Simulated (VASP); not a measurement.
A run of VASP 6.6.1 is set up as follows.

INCAR

```
PREC = Accurate ; ENCUT = 520
EDIFF = 1E-6 ; ISMEAR = 0
SIGMA = 0.1 ; LREAL = False
LASPH = True ; NELM = 100
ALGO = Fast ; ISIF = 2
LWAVE = False ; LCHARG = False
LDIPOL = True ; IDIPOL = 3
DIPOL = 0.5 0.5 0.294 ; GGA = PE
NBANDS = 15
```

Contents of KPOINTS:

```
regular mesh
0
Gamma
  12 12 1
```

Contents of POSCAR:

```
TeAs2
1.0
    5.0256023569      0.0000000000      0.0000000000
   -2.5128011784      4.3522993104      0.0000000000
    0.0000000000      0.0000000000     23.8000000000
Te As
1 2
Direct
    0.0000000000      0.0000000000      0.2941176471
    0.3333333333      0.6666666667      0.2941176471
    0.6666666667      0.3333333333      0.2941176471
```

Potentials or basis: VASP PAW PBE potentials, release 64 (Te, As).

The run is started by

```sh
$ cat potpaw_PBE.64/Te/POTCAR potpaw_PBE.64/As/POTCAR > POTCAR
$ mpirun -np 1 vasp_std > vasp.out
```

Problem. Predict the band gap on the k mesh.

Solution. None (metal or under the smearing width).

Spin-orbit coupling is left out, which matters for the levels of Te.
